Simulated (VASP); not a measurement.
Method: PBEsol GGA, VASP's PBE PAW potentials (set 64) (plane waves; VASP).

VASP input:

### POSCAR
```
PbTe(100) slab
1
    4.5548761865     0.0000000000     0.0000000000
    0.0000000000     4.5548761865     0.0000000000
    0.0000000000     0.0000000000    27.8403346664
Te Pb
4 4
Direct
  0.0000000000   0.5000000000   0.4432406853
  0.5000000000   0.0000000000   0.3250504030
  0.0000000000   0.5000000000   0.6749495970
  0.5000000000   1.0000000000   0.5567593147
  0.0000000000   0.5000000000   0.3341189448
  0.5000000000   0.0000000000   0.4356251356
  1.0000000000   0.5000000000   0.5643748644
  0.5000000000   0.0000000000   0.6658810552
```

### KPOINTS
```
Automatic mesh
0
Gamma
5 5 1
0 0 0
```

### INCAR
```
! general
SYSTEM =PbTe(100) slab
PREC   =Normal
ENCUT  =400   ! plane-wave cut-off (eV)
LREAL  =.FALSE.
LASPH  =.TRUE.

! electronic loop
EDIFF  =1E-6
NELM   =100   ! most electronic steps
NELMIN =4
ALGO   =Normal   ! blocked Davidson
LMAXMIX=4   ! l cut-off of mixed one-centre charges

! smearing
ISMEAR =0   ! Gaussian
SIGMA  =0.05

! functional
GGA    =PS   ! PBEsol

! output
LWAVE  =.FALSE.
LCHARG =.FALSE.
LORBIT =11
LVHAR  =.TRUE.

! other
LDIPOL =.TRUE.
IDIPOL =3
DIPOL  =0.5 0.5 0.5
```

POTCAR, in this order: Te Pb_d (PBE.64 set). Program: vasp_std. Read from the step before: WAVECAR.

Task: Predict the energy per atom (σ→0).

Result: 
- energy per atom (σ→0) = -4.057 eV/atom

OSZICAR:
```
       N       E                     dE             d eps       ncg     rms          rms(c)
DAV:   1    -0.324598076868E+02   -0.32460E+02   -0.22648E-05   744   0.729E-02    0.702E-03
DAV:   2    -0.324598059207E+02    0.17661E-05   -0.85567E-06   720   0.510E-02    0.366E-03
DAV:   3    -0.324598056489E+02    0.27178E-06   -0.10564E-06   432   0.109E-02    0.304E-03
DAV:   4    -0.324598055447E+02    0.10422E-06   -0.75457E-07   384   0.654E-03
   1 F= -.32459806E+02 E0= -.32459806E+02  d E =-.138904E-10
```

The cell is a thin slab with vacuum, built from PbTe (rock salt): (100) face.
